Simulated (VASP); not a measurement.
Input of a VASP 6.6.1 run:

Contents of INCAR:

```
PREC     = Accurate       # precision mode
ENCUT    = 600            # plane-wave cutoff, eV
EDIFF    = 1E-6           # SCF threshold, eV
ISMEAR   = -1             # smearing method
SIGMA    = 0.05           # smearing width, eV
LREAL    = F              # projectors in reciprocal space
LASPH    = T              # aspherical terms in the spheres
NELM     = 120            # most SCF steps
ALGO     = Fast           # electronic algorithm
ISIF     = 3              # what is computed and relaxed
LWAVE    = F              # write WAVECAR
LCHARG   = F              # write CHGCAR
ISPIN    = 2              # spin polarisation
MAGMOM   = 0 0 0 0 1 0 0 0 0 0 0 0 0 0 0 0 # initial moments
LORBIT   = 11             # projections on sites
LMAXMIX  = 4              # l up to which the mixer works
GGA      = PE             # functional
IVDW     = 11             # dispersion correction
IBRION   = 2              # ionic algorithm
NSW      = 40             # ionic steps
EDIFFG   = -0.02          # ionic threshold
KPAR     = 4
```

Contents of KPOINTS:

```
regular mesh
0
Gamma
  6 5 4
```

File POSCAR:

```
Ta4NiO11
1.0
    4.7708900000      0.0000000000      0.0051300000
    0.0000000000      5.8245400000      0.0000000000
   -1.9862800000      0.0000000000      7.2505100000
Ta Ni O
4 1 11
Direct
    0.6133900000      0.5000000000      0.7604200000
    0.3866100000      0.5000000000      0.2395800000
    0.1661500000      0.0000000000      0.7987500000
    0.8338500000      0.0000000000      0.2012500000
    0.5000000000      0.0000000000      0.5000000000
    0.3327800000      0.7991300000      0.6505300000
    0.6672200000      0.7991300000      0.3494700000
    0.9004700000      0.2578600000      0.8071800000
    0.0995300000      0.2578600000      0.1928200000
    0.6672200000      0.2008700000      0.3494700000
    0.3327800000      0.2008700000      0.6505300000
    0.0995300000      0.7421400000      0.1928200000
    0.9004700000      0.7421400000      0.8071800000
    0.5000000000      0.5000000000      0.0000000000
    0.5000000000      0.0000000000      0.0000000000
    0.5000000000      0.5000000000      0.5000000000
```

Potentials or basis: VASP PAW PBE potentials, release 64 (Ta_pv, Ni, O).

Run with:

```bash
$ cat potpaw_PBE.64/Ta_pv/POTCAR potpaw_PBE.64/Ni/POTCAR potpaw_PBE.64/O/POTCAR > POTCAR
$ mpirun -np 4 vasp_std > vasp.out
```

Problem. What does it give for the band gap on the k mesh?

Solution. 0.84 eV, indirect (least direct gap 0.89 eV).

Problem. Estimate the space group after relaxing (to 0.05 Å).

Solution. P2/m (No. 10).

Problem. Estimate the relaxed volume.

Solution. 12.46 Å³/atom.

Problem. Estimate the relaxed cell.

Solution. a = 4.732 Å, b = 5.816 Å, c = 7.534 Å, α = 90.00°, β = 105.88°, γ = 90.00°.

The path:
| step | energy change (eV) | largest force (eV/Å) | pressure (GPa) | volume (Å³) |
| --- | --- | --- | --- | --- |
| 1 | 0.0000 | 0.1034 | -0.97 | 201.54 |
| 2 | -0.0022 | 0.1830 | 1.23 | 199.32 |
| 3 | -0.0050 | 0.1386 | 0.29 | 200.27 |
| 4 | -0.0079 | 0.1081 | -0.05 | 200.15 |
| 5 | -0.0079 | 0.1150 | -0.06 | 200.14 |
| 6 | -0.0105 | 0.0603 | -0.04 | 199.97 |
| 7 | -0.0108 | 0.1185 | -0.02 | 199.88 |
| 8 | -0.0126 | 0.0557 | -0.03 | 199.75 |
| 9 | -0.0130 | 0.0489 | -0.04 | 199.66 |
| 10 | -0.0134 | 0.0324 | 0.00 | 199.59 |
| 11 | -0.0135 | 0.0304 | 0.04 | 199.52 |
| 12 | -0.0138 | 0.0284 | -0.01 | 199.50 |
| 13 | -0.0138 | 0.0484 | -0.04 | 199.49 |
| 14 | -0.0140 | 0.0167 | 0.00 | 199.43 |

Caveat: spin-orbit coupling is left out, which moves the levels of the heavy elements; an odd mesh through Γ misses points on the zone boundary, where band edges often lie.
